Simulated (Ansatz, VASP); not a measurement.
# LaScH6: VASP beside Ansatz, part 2 of 2

Aim: how closely do two programs agree when they are given the same cell, functional and k mesh? The cell is generated by rule, not measured, and may not be a known phase. Of the first pair: The cell is taken from a series of runs on this material, whose earlier steps may have relaxed, scaled, displaced or heated it; both programs get it as it stands.

VASP 6.6.1 and Ansatz 0.2.0.

So far: Set-up; VASP: relaxation of cell and atoms, PBEsol, pair 1; Ansatz: relaxation of cell and atoms, PBEsol, pair 1; Differences.

## Step 5: Ansatz: relaxation of cell and atoms, PBEsol, pair 2

Level of this step: Ansatz beside VASP: Kohn-Sham DFT, plane waves, PBEsol (Ansatz).

The relaxed volume is the usual yardstick between codes: in a stiff, nearly cubic crystal its relative difference is about their pressure difference at one cell divided by the bulk modulus. Its start cell is another than that of the pair before, and may be another structure of the material.

The two relaxations start from unlike cells of this crystal, so only their ends are compared.

input.yaml

```yaml
crystal:
  lattice:
    - [3.48716, 2.01331, 2.24464]
    - [-3.48716, 2.01331, 2.24464]
    - [0.0, -4.02662, 2.24464]
  atoms:
    - { symbol: La, position: [0.5, 0.5, 0.5] }
    - { symbol: Sc, position: [0.0, 0.0, 0.0] }
    - { symbol: H, position: [0.93995012, 0.29182287, 0.29182287] }
    - { symbol: H, position: [0.29182287, 0.93995012, 0.29182287] }
    - { symbol: H, position: [0.29182287, 0.29182287, 0.93995012] }
    - { symbol: H, position: [0.06004988, 0.70817713, 0.70817713] }
    - { symbol: H, position: [0.70817713, 0.06004988, 0.70817713] }
    - { symbol: H, position: [0.70817713, 0.70817713, 0.06004988] }
kpoints:
  mp_grid: { grid: [6, 6, 6] }
hamiltonian:
  xc: pbesol
scf:
  occupations: { method: gaussian, width: 0.1 }
output:
  forces: true
  stress: true
  eigenvalues: true
relax:
  adjacent_minimum: "off"
  f_tol: 0.05
  max_steps: 80
  cell: { stress_tol: 0.5 }
```

On the command line:

```bash
> ansatz run input.yaml --threads 8 --pin off --max-ram 14336MiB --backend cpu --events-out ev --progress --plain --runs-dir out
```

Numbers of over 12 decimals in the logs are rounded to 6 here.

Output:

```text
[...]
Crystal: 8 atoms, lattice volume = 94.554 Å³
Basis set: ecut = 420 eV, 1855 PW (Γ), exchange–correlation on 64×64×64 points (8 copies of the dense FFT grid, shifted against one another)
Bands: 22, of which v1, the nominal top of the filled ones, is band 14 counted from 1 (13 counted from 0)
Symmetry: 12 space group operations
[...]
k-points: 32 of 216
[...]
- { symbol: Sc, position: [1.0060197138231382e-18, 8.816545666080947e-19, 1.5900574012173314e-18] }
    - { symbol: H, position: [0.963119, 0.326566, 0.326566] }
    - { symbol: H, position: [0.326566, 0.963119, 0.326566] }
    - { symbol: H, position: [0.326566, 0.326566, 0.963119] }
    - { symbol: H, position: [0.036881, 0.673434, 0.673434] }
    - { symbol: H, position: [0.673434, 0.036881, 0.673434] }
    - { symbol: H, position: [0.673434, 0.673434, 0.036881] }
[key lines of the parts left out:]
SCF converged after 4 iterations
Free energy (F): -8369.601220 eV
Fermi energy:    6.942650 eV
P = ⅓ Tr σ = -0.2325 GPa (-2.325 kbar)
```

## Step 6: VASP: relaxation of cell and atoms, PBEsol, pair 2

Its own start cell and the same functional, mesh and smearing now go to VASP, with its own data sets.

INCAR

```
SYSTEM = LaScH6
PREC = Accurate
ENCUT = 500
EDIFF = 1E-07
NELM = 200
ISMEAR = 0
SIGMA = 0.1
LREAL = .FALSE.
ALGO = Normal
GGA = PS
NBANDS = 22
LASPH = .TRUE.
LORBIT = 11
LWAVE = .FALSE.
LCHARG = .FALSE.
ISIF = 3
IBRION = 2
NSW = 80
EDIFFG = -0.005
GGA_COMPAT = .FALSE.
NELMIN = 4
EFERMI = MIDGAP
LMAXMIX = 6
KPAR = 4
```

POSCAR

```
LaScH6
1.0
    3.2240445755      1.8614024720      2.3017154455
   -3.2240445755      1.8614024720      2.3017154455
    0.0000000000     -3.7228058906      2.3017154674
La Sc H
1 1 6
Direct
    0.5000000000      0.5000000000      0.4999998758
    0.0000000000      0.0000000000      0.9999998758
    0.9627743408      0.3264492913      0.3264491672
    0.3264492914      0.9627743408      0.3264491672
    0.3264492913      0.3264492913      0.9627742169
    0.0372256592      0.6735507087      0.6735505845
    0.6735507087      0.0372256592      0.6735505845
    0.6735507087      0.6735507087      0.0372255347
```

KPOINTS

```
Automatic mesh
0
Gamma
6 6 6
0 0 0
```

PAW data sets: La, Sc_sv and H (PBE family, release 64).

On the command line:

```bash
> mpirun -np 4 vasp_std
```

Output:

```text
[banner, memory and clock lines left out]
running    4 mpi-ranks, on    1 nodes
[...]
[... a notice as in an earlier step ...]

 LDA part: xc-table for (Slater+PW92), standard interpolation
 POSCAR, INCAR and KPOINTS ok, starting setup
[...]
entering main loop
       N       E                     dE             d eps       ncg     rms          rms(c)
DAV:   1     0.272059594956E+03    0.27206E+03   -0.10670E+04  1432   0.153E+03
DAV:   2     0.988867089124E+01   -0.26217E+03   -0.24160E+03  1640   0.384E+02
DAV:   3    -0.361866231965E+02   -0.46075E+02   -0.43204E+02  2256   0.157E+02
DAV:   4    -0.387928054932E+02   -0.26062E+01   -0.26022E+01  2618   0.357E+01
[...]
DAV:  15    -0.347849483939E+02    0.26228E-07   -0.13330E-05  2752   0.274E-02    0.269E-03
DAV:  16    -0.347849486035E+02   -0.20953E-06   -0.17319E-06  2584   0.732E-03    0.162E-03
DAV:  17    -0.347849485898E+02    0.13679E-07   -0.86717E-07  2312   0.811E-03
   1 F= -.34784949E+02 E0= -.34784948E+02  d E =-.347849E+02
[...]
N       E                     dE             d eps       ncg     rms          rms(c)
DAV:   1    -0.347851116770E+02   -0.16307E-03   -0.43241E-03  2452   0.964E-01    0.680E-02
DAV:   2    -0.347850132045E+02    0.98473E-04   -0.35379E-04  2260   0.211E-01    0.238E-02
DAV:   3    -0.347849963927E+02    0.16812E-04   -0.64290E-05  2540   0.744E-02    0.921E-03
DAV:   4    -0.347849957799E+02    0.61282E-06   -0.55948E-06  2688   0.170E-02    0.401E-03
DAV:   5    -0.347849962453E+02   -0.46539E-06   -0.10650E-06  2608   0.963E-03    0.144E-03
DAV:   6    -0.347849964347E+02   -0.18945E-06   -0.14015E-07  1786   0.392E-03    0.498E-04
DAV:   7    -0.347849964793E+02   -0.44594E-07   -0.30428E-08  1280   0.279E-03
   2 F= -.34784996E+02 E0= -.34784996E+02  d E =-.478896E-04
 trial-energy change:   -0.000048  1 .order   -0.000048   -0.000062   -0.000034
 step:   2.6742(harm=  2.2240)  dis= 0.00059  next Energy=   -34.785023 (dE=-0.744E-04)
 reached required accuracy - stopping structural energy minimisation
```

From OUTCAR (step 6):

```text
  Total       -0.0359932     -0.0359932      0.0231606      0.0000000     -0.0000000      0.0000000
  in kB       -0.6963099     -0.6963097      0.4480560      0.0000000     -0.0000001      0.0000000
  external PRESSURE =      -0.3148545 kB  Pullay stress =       0.0000000 kB

 POSITION                                       TOTAL-FORCE (eV/Angst)
 -----------------------------------------------------------------------------------
     -0.00000     -0.00000      3.45287        -0.000000      0.000000     -0.000000
     -0.00000     -3.72129      2.30192        -0.000000      0.000000      0.000000
      2.05074      1.18400      3.71892         0.000307      0.000177     -0.002231
     -2.05074      1.18400      3.71892        -0.000307      0.000177     -0.002231
     -0.00000     -2.36799      3.71892        -0.000000     -0.000355     -0.002231
     -2.05074     -1.18400      3.18683        -0.000307     -0.000177      0.002231
      2.05074     -1.18400      3.18683         0.000307     -0.000177      0.002231
     -0.00000      2.36799      3.18683        -0.000000      0.000355      0.002231
 -----------------------------------------------------------------------------------
    total drift:                               -0.000000     -0.001267      0.000711

  FREE ENERGIE OF THE ION-ELECTRON SYSTEM (eV)
  ---------------------------------------------------
  free  energy   TOTEN  =       -34.7849964793 eV

  energy  without entropy=      -34.7849960619  energy(sigma->0) =      -34.78499627

[... 1 part as in an earlier step ...]

[... 3 further parts left out ...]
[key lines of the parts left out:]
E-fermi :   3.7404
```

The run keeps the 12 symmetry operations of its start, so it cannot find a distortion of lower symmetry.

## Step 7: Side by side

The two programs side by side:

| quantity | Ansatz | VASP | difference |
| --- | --- | --- | --- |
| volume (Å³) | 83.17 | 82.82 | +0.43 % |
| edge a after relaxation, in the typed setting (Å) | 4.382 | 4.376 | +0.14 % |

## Step 8: Ansatz: relaxation of cell and atoms, PBEsol, pair 3

The relaxed volume is the usual yardstick between codes: in a stiff, nearly cubic crystal its relative difference is about their pressure difference at one cell divided by the bulk modulus. Its start cell is another than that of the pair before, and may be another structure of the material.

The cell is taken from a series of runs on this material, whose earlier steps may have relaxed, scaled, displaced or heated it; both programs get it as it stands.

input.yaml

```yaml
crystal:
  lattice:
    - [3.2273471883, 1.8633097679, 2.3051609424]
    - [-3.2273471883, 1.8633097679, 2.3051609424]
    - [0.0, -3.7266195358, 2.3051609424]
  atoms:
    - { symbol: La, position: [0.5, 0.5, 0.5] }
    - { symbol: Sc, position: [0.0, 0.0, 0.0] }
    - { symbol: H, position: [0.9631189427, 0.3265661813, 0.3265661813] }
    - { symbol: H, position: [0.3265661813, 0.9631189427, 0.3265661813] }
    - { symbol: H, position: [0.3265661813, 0.3265661813, 0.9631189427] }
    - { symbol: H, position: [0.0368810573, 0.6734338187, 0.6734338187] }
    - { symbol: H, position: [0.6734338187, 0.0368810573, 0.6734338187] }
    - { symbol: H, position: [0.6734338187, 0.6734338187, 0.0368810573] }
kpoints:
  mp_grid: { grid: [9, 9, 9] }
hamiltonian:
  xc: pbesol
scf:
  occupations: { method: gaussian, width: 0.02 }
output:
  forces: true
  stress: true
  eigenvalues: true
relax:
  adjacent_minimum: "off"
  f_tol: 0.005
  max_steps: 80
  cell: { stress_tol: 0.05 }
```

On the command line:

```bash
> ansatz run input.yaml --threads 8 --pin off --max-ram 14336MiB --backend cpu --events-out ev --progress --plain --runs-dir out
```

Output:

```text
[...]
Crystal: 8 atoms, lattice volume = 83.173 Å³
Basis set: ecut = 420 eV, 1639 PW (Γ), exchange–correlation on 60×60×60 points (8 copies of the dense FFT grid, shifted against one another)
Bands: 22, of which v1, the nominal top of the filled ones, is band 14 counted from 1 (13 counted from 0)
Symmetry: 12 space group operations
[...]
k-points: 85 of 729
[...]
- [0, -3.722155, 2.303532]
  atoms:
    - { symbol: La, position: [0.500000, 0.500000, 0.500000] }
    - { symbol: Sc, position: [0, 0, 0] }
    - { symbol: H, position: [0.962777, 0.326114, 0.326114] }
    - { symbol: H, position: [0.326114, 0.962777, 0.326114] }
    - { symbol: H, position: [0.326114, 0.326114, 0.962777] }
    - { symbol: H, position: [0.037223, 0.673886, 0.673886] }
    - { symbol: H, position: [0.673886, 0.037223, 0.673886] }
    - { symbol: H, position: [0.673886, 0.673886, 0.037223] }
[key lines of the parts left out:]
SCF converged after 4 iterations
Free energy (F): -8369.604551 eV
Fermi energy:    6.964858 eV
P = ⅓ Tr σ = 0.0100 GPa (0.100 kbar)
```

## Step 9: VASP: relaxation of cell and atoms, PBEsol, pair 3

The same cell, functional, mesh and smearing now go to VASP, with its own data sets.

INCAR: that of step 6 with these lines changed.

```diff
@@ -6,3 +6,3 @@
 ISMEAR = 0
-SIGMA = 0.1
+SIGMA = 0.02
 LREAL = .FALSE.
```

POSCAR

```
LaScH6
1.0
    3.2273470000      1.8633100000      2.3051610000
   -3.2273470000      1.8633100000      2.3051610000
    0.0000000000     -3.7266200000      2.3051610000
La Sc H
1 1 6
Direct
    0.5000000000      0.5000000000      0.5000000000
    1.0000000000      0.0000000000      0.0000000000
    0.9631189605      0.3265661778      0.3265661778
    0.3265661778      0.9631189605      0.3265661778
    0.3265661778      0.3265661778      0.9631189605
    0.0368810395      0.6734338222      0.6734338222
    0.6734338222      0.0368810395      0.6734338222
    0.6734338222      0.6734338222      0.0368810395
```

KPOINTS

```
Automatic mesh
0
Gamma
9 9 9
0 0 0
```

On the command line:

```bash
> mpirun -np 4 vasp_std
```

Output:

```text
[... set-up lines as in an earlier step ...]
 entering main loop
       N       E                     dE             d eps       ncg     rms          rms(c)
DAV:   1     0.278053543937E+03    0.27805E+03   -0.10705E+04  3756   0.153E+03
DAV:   2     0.855510664982E+01   -0.26950E+03   -0.24828E+03  4582   0.385E+02
DAV:   3    -0.360635244325E+02   -0.44619E+02   -0.42012E+02  5714   0.162E+02
DAV:   4    -0.388017300663E+02   -0.27382E+01   -0.27333E+01  6990   0.379E+01
[...]
DAV:  15    -0.347879310781E+02    0.21003E-06   -0.14291E-05  7304   0.292E-02    0.284E-03
DAV:  16    -0.347879313193E+02   -0.24126E-06   -0.16960E-06  6752   0.754E-03    0.151E-03
DAV:  17    -0.347879313186E+02    0.73032E-09   -0.78888E-07  6096   0.768E-03
   1 F= -.34787931E+02 E0= -.34787931E+02  d E =-.347879E+02
[...]
2 F= -.34788432E+02 E0= -.34788432E+02  d E =-.500263E-03
[...]
3 F= -.34788473E+02 E0= -.34788473E+02  d E =-.541615E-03
[...]
4 F= -.34788513E+02 E0= -.34788513E+02  d E =-.402068E-04
 trial-energy change:   -0.000040  1 .order   -0.000040   -0.000054   -0.000026
 step:   2.1125(harm=  2.1125)  dis= 0.00053  next Energy=   -34.788526 (dE=-0.529E-04)
 reached required accuracy - stopping structural energy minimisation
```

OUTCAR, selected parts (step 9):

```text
  Total       -0.0157676     -0.0157676      0.0338314     -0.0000000     -0.0000000      0.0000000
  in kB       -0.3053362     -0.3053364      0.6551402     -0.0000000     -0.0000000      0.0000000
  external PRESSURE =       0.0148225 kB  Pullay stress =       0.0000000 kB

 POSITION                                       TOTAL-FORCE (eV/Angst)
 -----------------------------------------------------------------------------------
      0.00000      0.00000      3.45343        -0.000000     -0.000000      0.000000
     -3.22087      1.85957      2.30229         0.000000     -0.000000      0.000000
      2.05024      1.18371      3.72010        -0.002334     -0.001347     -0.000597
     -2.05024      1.18371      3.72010         0.002334     -0.001347     -0.000597
      0.00000     -2.36742      3.72010         0.000000      0.002695     -0.000597
     -2.05024     -1.18371      3.18677         0.002334      0.001347      0.000597
      2.05024     -1.18371      3.18677        -0.002334      0.001347      0.000597
      0.00000      2.36742      3.18677         0.000000     -0.002695      0.000597
 -----------------------------------------------------------------------------------
    total drift:                                0.000000      0.000000     -0.000000

  FREE ENERGIE OF THE ION-ELECTRON SYSTEM (eV)
  ---------------------------------------------------
  free  energy   TOTEN  =       -34.7885131399 eV

  energy  without entropy=      -34.7885131399  energy(sigma->0) =      -34.78851314

[... 1 part as in an earlier step ...]

[... 3 further parts left out ...]
[key lines of the parts left out:]
E-fermi :   3.7386
```

## Step 10: Comparison

Compared:

| quantity | Ansatz | VASP | difference |
| --- | --- | --- | --- |
| volume (Å³) | 82.92 | 82.74 | +0.22 % |
| edge a after relaxation, in the typed setting (Å) | 4.377 | 4.374 | +0.07 % |

## Step 11: Results

| Item | Value |
| --- | --- |
| difference in volume (relaxation of cell and atoms, PBEsol, pair 1) | 0.12 % |
| difference in volume (relaxation of cell and atoms, PBEsol, pair 2) | 0.43 % |
| difference in volume (relaxation of cell and atoms, PBEsol, pair 3) | 0.22 % |

What this shows: The difference in volume is 0.43 % (relaxation of cell and atoms, PBEsol, pair 2), within the 1.2 % picked in this series as the mark of a large difference, as far as the stopping tolerances let one tell. 2 further runs of this series are not shown here. How closely two codes agree says nothing of how well the functional describes the real material.

[Lines on the potential files, build, host, timing and source positions are cut from VASP's logs without a mark.]

[Logs are printed without paths, hosts, clocks, repeated set-up lines and the standing remarks that a program may print on its own settings, such as how far it seeks lower states.]

[Hosts, paths, dates, database ids (printed as entryN), source tags and the programs' standing remarks are cut or masked in the printed files.]
